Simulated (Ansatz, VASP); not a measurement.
# PW in two plane-wave programs, part 3 of 3

One calculation is typed for both programs; each brings its own data sets. How far apart do they land? The cell is taken from a series of runs on this material, whose earlier steps may have relaxed, scaled, displaced or heated it; both programs get it as it stands.

VASP 6.6.1 and Ansatz 0.2.0.

So far: The starting structure; Ansatz: zone-centre phonons, PBEsol; VASP: zone-centre phonons, PBEsol.

### 3. VASP: zone-centre phonons, PBEsol (continued)

Level of this step: PBEsol; plane waves and PAW (P, W) (VASP).

Numbers of over 12 decimals in the logs are rounded to 6 here.

Parts of OUTCAR (step 3):

```text
ion  position               nearest neighbor table
   1  0.818  0.750  0.565-   8 2.46   6 2.49   6 2.49   7 2.49   7 2.49   5 2.53   2 2.74   2 2.74

  LATTYP: Found a simple orthorhombic cell.
 ALAT       =     3.2266435202
 B/A-ratio  =     1.7627734768
 C/A-ratio  =     1.9285688619

 Subroutine GETGRP returns: Found  8 space group operations
 (whereof  2 operations were pure point group operations)

The static configuration has the point symmetry S_2 .
 The point group associated with its full space group is D_2h.

 Found     60 irreducible k-points:

   k-points           NKPTS =     60   k-points in BZ     NKDIM =     60   number of bands    NBANDS=     30

   dimension x,y,z NGX =    48 NGY =   28 NGZ =   50
   dimension x,y,z NGXF=    96 NGYF=   56 NGZF=  100

   ENCUT  =  600.0 eV  44.10 Ry    6.64 a.u.  11.36  6.44 12.43*2*pi/ulx,y,z

   NELECT =      44.0000    total number of electrons

 k-points in reciprocal lattice and weights: Automatic mesh
   0.00000000  0.00000000  0.00000000       0.005
   0.16666667  0.00000000  0.00000000       0.009
   0.33333333  0.00000000  0.00000000       0.009
   0.50000000  0.00000000  0.00000000       0.005
   0.00000000  0.11111111  0.00000000       0.009
   0.16666667  0.11111111  0.00000000       0.019
   0.33333333  0.11111111  0.00000000       0.019
   0.50000000  0.11111111  0.00000000       0.009
   0.00000000  0.22222222  0.00000000       0.009
[...]
0.33333333  0.44444444  0.50000000       0.019
   0.50000000  0.44444444  0.50000000       0.009

 average (electrostatic) potential at core
       1 -79.8121       2 -79.8121       3 -79.8121       4 -79.8121       5 -36.0266
       6 -36.0266       7 -36.0266       8 -36.0266

 Eigenvectors and eigenvalues of the dynamical matrix
 ----------------------------------------------------

   1 f  =   12.970087 THz    81.493457 2PiTHz  432.635518 cm-1    53.639944 meV
             X         Y         Z           dx          dy          dz
      4.654347  2.419983  3.515411    -0.204977    0.000000   -0.444488
      1.033494  0.806661  2.707393    -0.204977   -0.000000   -0.444488
      3.877415  0.806661  0.404009    -0.204977   -0.000000    0.444488
      1.810426  2.419983  5.818795    -0.204977    0.000000    0.444488
      5.612277  2.419983  1.170072     0.083989   -0.000000    0.057969
      0.075565  0.806661  5.052732     0.083989   -0.000000    0.057969
      2.919485  0.806661  4.281474     0.083989    0.000000   -0.057969
      2.768356  2.419983  1.941330     0.083989    0.000000   -0.057969

   2 f  =   12.761903 THz    80.185399 2PiTHz  425.691248 cm-1    52.778964 meV
             X         Y         Z           dx          dy          dz
      4.654347  2.419983  3.515411    -0.448203    0.000000   -0.212527
      1.033494  0.806661  2.707393     0.448203    0.000000    0.212527
      3.877415  0.806661  0.404009    -0.448203    0.000000    0.212527
      1.810426  2.419983  5.818795     0.448203    0.000000   -0.212527
      5.612277  2.419983  1.170072    -0.046219   -0.000000    0.042552
      0.075565  0.806661  5.052732     0.046219   -0.000000   -0.042552
      2.919485  0.806661  4.281474    -0.046219   -0.000000   -0.042552
      2.768356  2.419983  1.941330     0.046219   -0.000000    0.042552

   3 f  =   12.434135 THz    78.125973 2PiTHz  414.758090 cm-1    51.423426 meV
             X         Y         Z           dx          dy          dz
      4.654347  2.419983  3.515411     0.374282    0.000000    0.302189
      1.033494  0.806661  2.707393     0.374282   -0.000000    0.302189
      3.877415  0.806661  0.404009    -0.374282   -0.000000    0.302189
      1.810426  2.419983  5.818795    -0.374282    0.000000    0.302189
      5.612277  2.419983  1.170072     0.056547   -0.000000   -0.124086
      0.075565  0.806661  5.052732     0.056547    0.000000   -0.124086
      2.919485  0.806661  4.281474    -0.056547   -0.000000   -0.124086
      2.768356  2.419983  1.941330    -0.056547    0.000000   -0.124086

   4 f  =   11.625408 THz    73.044592 2PiTHz  387.781864 cm-1    48.078802 meV
             X         Y         Z           dx          dy          dz
      4.654347  2.419983  3.515411     0.261979    0.000000    0.417156
      1.033494  0.806661  2.707393    -0.261979   -0.000000   -0.417156
      3.877415  0.806661  0.404009    -0.261979   -0.000000    0.417156
      1.810426  2.419983  5.818795     0.261979    0.000000   -0.417156
      5.612277  2.419983  1.170072    -0.015275    0.000000    0.084345
      0.075565  0.806661  5.052732     0.015275   -0.000000   -0.084345
      2.919485  0.806661  4.281474     0.015275   -0.000000    0.084345
      2.768356  2.419983  1.941330    -0.015275    0.000000   -0.084345

   5 f  =   11.329821 THz    71.187368 2PiTHz  377.922165 cm-1    46.856356 meV
             X         Y         Z           dx          dy          dz
      4.654347  2.419983  3.515411     0.213727    0.000000   -0.428654
      1.033494  0.806661  2.707393    -0.213727    0.000000    0.428654
      3.877415  0.806661  0.404009     0.213727    0.000000    0.428654
      1.810426  2.419983  5.818795    -0.213727    0.000000   -0.428654
      5.612277  2.419983  1.170072    -0.137899   -0.000000   -0.039501
      0.075565  0.806661  5.052732     0.137899   -0.000000    0.039501
      2.919485  0.806661  4.281474    -0.137899   -0.000000    0.039501
      2.768356  2.419983  1.941330     0.137899   -0.000000   -0.039501

   6 f  =   10.815651 THz    67.956738 2PiTHz  360.771275 cm-1    44.729917 meV
             X         Y         Z           dx          dy          dz
      4.654347  2.419983  3.515411    -0.000000    0.480710   -0.000000
      1.033494  0.806661  2.707393    -0.000000   -0.480710    0.000000
      3.877415  0.806661  0.404009    -0.000000   -0.480710   -0.000000
      1.810426  2.419983  5.818795    -0.000000    0.480710   -0.000000
      5.612277  2.419983  1.170072     0.000000    0.137541   -0.000000
      0.075565  0.806661  5.052732     0.000000   -0.137541    0.000000
      2.919485  0.806661  4.281474    -0.000000   -0.137541    0.000000
      2.768356  2.419983  1.941330     0.000000    0.137541    0.000000

   7 f  =   10.189890 THz    64.024967 2PiTHz  339.898142 cm-1    42.141980 meV
             X         Y         Z           dx          dy          dz
      4.654347  2.419983  3.515411    -0.414169    0.000000    0.216233
      1.033494  0.806661  2.707393    -0.414169    0.000000    0.216233
      3.877415  0.806661  0.404009    -0.414169    0.000000   -0.216233
      1.810426  2.419983  5.818795    -0.414169    0.000000   -0.216233
      5.612277  2.419983  1.170072     0.170041   -0.000000   -0.052853
      0.075565  0.806661  5.052732     0.170041   -0.000000   -0.052853
      2.919485  0.806661  4.281474     0.170041   -0.000000    0.052853
      2.768356  2.419983  1.941330     0.170041   -0.000000    0.052853

   8 f  =   10.126791 THz    63.628504 2PiTHz  337.793385 cm-1    41.881023 meV
             X         Y         Z           dx          dy          dz
      4.654347  2.419983  3.515411    -0.000000    0.499991    0.000000
      1.033494  0.806661  2.707393     0.000000    0.499991    0.000000
      3.877415  0.806661  0.404009     0.000000   -0.499991    0.000000
      1.810426  2.419983  5.818795    -0.000000   -0.499991   -0.000000
      5.612277  2.419983  1.170072     0.000000    0.002963    0.000000
      0.075565  0.806661  5.052732     0.000000    0.002963   -0.000000
      2.919485  0.806661  4.281474     0.000000   -0.002963   -0.000000
      2.768356  2.419983  1.941330    -0.000000   -0.002963    0.000000

   9 f  =    9.951337 THz    62.526095 2PiTHz  331.940876 cm-1    41.155405 meV
             X         Y         Z           dx          dy          dz
      4.654347  2.419983  3.515411     0.000000    0.499893   -0.000000
      1.033494  0.806661  2.707393    -0.000000   -0.499893    0.000000
      3.877415  0.806661  0.404009    -0.000000    0.499893   -0.000000
      1.810426  2.419983  5.818795     0.000000   -0.499893    0.000000
      5.612277  2.419983  1.170072    -0.000000   -0.010331    0.000000
      0.075565  0.806661  5.052732    -0.000000    0.010331   -0.000000
      2.919485  0.806661  4.281474     0.000000   -0.010331    0.000000
      2.768356  2.419983  1.941330     0.000000    0.010331   -0.000000

  10 f  =    9.907762 THz    62.252303 2PiTHz  330.487357 cm-1    40.975192 meV
             X         Y         Z           dx          dy          dz
      4.654347  2.419983  3.515411    -0.411616    0.000000    0.271974
      1.033494  0.806661  2.707393     0.411616   -0.000000   -0.271974
      3.877415  0.806661  0.404009     0.411616    0.000000    0.271974
      1.810426  2.419983  5.818795    -0.411616   -0.000000   -0.271974
      5.612277  2.419983  1.170072    -0.035524    0.000000   -0.073079
      0.075565  0.806661  5.052732     0.035524   -0.000000    0.073079
      2.919485  0.806661  4.281474     0.035524    0.000000   -0.073079
      2.768356  2.419983  1.941330    -0.035524    0.000000    0.073079

  11 f  =    9.895226 THz    62.173539 2PiTHz  330.069213 cm-1    40.923348 meV
             X         Y         Z           dx          dy          dz
      4.654347  2.419983  3.515411     0.000000    0.462504   -0.000000
      1.033494  0.806661  2.707393     0.000000    0.462504   -0.000000
      3.877415  0.806661  0.404009     0.000000    0.462504    0.000000
      1.810426  2.419983  5.818795     0.000000    0.462504    0.000000
    [... 145 further lines ...]
      2.919485  0.806661  4.281474    -0.462556   -0.000000   -0.000287
      2.768356  2.419983  1.941330    -0.462556   -0.000000   -0.000287

 ELASTIC MODULI CONTR FROM IONIC RELAXATION (kBar)
 Direction    XX          YY          ZZ          XY          YZ          ZX
 --------------------------------------------------------------------------------
 XX        -611.6285   -258.0389    -59.6165      0.0000      0.0000     -0.0000
 YY        -258.0389   -449.0121    151.9981      0.0000      0.0000     -0.0000
 ZZ         -59.6165    151.9981   -191.5427      0.0000      0.0000     -0.0000
 XY           0.0000      0.0000      0.0000   -239.3767      0.0000     -0.0000
 YZ           0.0000      0.0000      0.0000      0.0000   -723.9816     -0.0000
 ZX          -0.0000     -0.0000      0.0000     -0.0000     -0.0000    -91.1283
 --------------------------------------------------------------------------------
```

### 4. Side by side

Known differences besides the potentials themselves: VASP's run holds the zone centre alone; the data sets hold 76 valence electrons in Ansatz (on its PAW soft_1 files) and 44 in VASP; the cutoff is 420 eV in Ansatz and 600 eV in VASP; Ansatz makes its cores anew for this functional, VASP keeps those of its PBE data sets. Total energies have different zeros and are not compared.

Compared:

```
              quantity  Ansatz   VASP  difference
 optical mode 1 (cm⁻¹)   128.7  128.2     +0.40 %
 optical mode 2 (cm⁻¹)   129.2  129.7     -0.31 %
 optical mode 3 (cm⁻¹)   144.9  145.6     -0.46 %
 optical mode 4 (cm⁻¹)   153.9  153.6     +0.19 %
 optical mode 5 (cm⁻¹)   154.3  155.2     -0.59 %
 optical mode 6 (cm⁻¹)   163.8  163.1     +0.45 %
 optical mode 7 (cm⁻¹)   175.2  175.1     +0.02 %
 optical mode 8 (cm⁻¹)   186.1  185.0     +0.56 %
 optical mode 9 (cm⁻¹)   188.8  187.8     +0.53 %
optical mode 10 (cm⁻¹)   298.4  302.1     -1.25 %
optical mode 11 (cm⁻¹)   326.9  330.1     -0.95 %
optical mode 12 (cm⁻¹)   327.7  330.5     -0.83 %
optical mode 13 (cm⁻¹)   328.7  331.9     -0.96 %
optical mode 14 (cm⁻¹)   334.8  337.8     -0.90 %
optical mode 15 (cm⁻¹)   336.5  339.9     -1.01 %
optical mode 16 (cm⁻¹)   357.8  360.8     -0.82 %
optical mode 17 (cm⁻¹)   374.0  377.9     -1.03 %
optical mode 18 (cm⁻¹)   383.9  387.8     -1.00 %
optical mode 19 (cm⁻¹)   410.7  414.8     -0.97 %
optical mode 20 (cm⁻¹)   419.6  425.7     -1.42 %
optical mode 21 (cm⁻¹)   427.9  432.6     -1.11 %
```

Modes are paired by rising frequency, not by their patterns, so a pair may set unlike modes beside each other; they are those without the splitting of longitudinal modes.

### 5. Results

```
r.m.s. difference of the optical zone-centre modes, each program's sorted by frequency (zone-centre phonons, PBEsol) : 2.9 cm⁻¹
difference in optical mode 20 (zone-centre phonons, PBEsol)                                                          : -1.4 %
```

The r.m.s. difference of the optical zone-centre modes, each program's sorted by frequency is 2.9 cm⁻¹ (zone-centre phonons, PBEsol). The data sets hold unlike numbers of valence electrons (76 in Ansatz and 44 in VASP), so part of the differences may come from the potentials. Among the rows given in per cent, the largest difference of the zone-centre phonons, PBEsol pair is in optical mode 20, -1.4 %. Such differences can come from data sets, numerical settings and the points named under the comparisons, not from the functional's error against experiment.

[Lines on the potential files, build, host, timing and source positions are cut from VASP's logs without a mark.]

[Logs are printed without paths, hosts, clocks, repeated set-up lines and the standing remarks that a program may print on its own settings, such as how far it seeks lower states.]

[Hosts, paths, dates, database ids (printed as entryN), source tags and the programs' standing remarks are cut or masked in the printed files.]
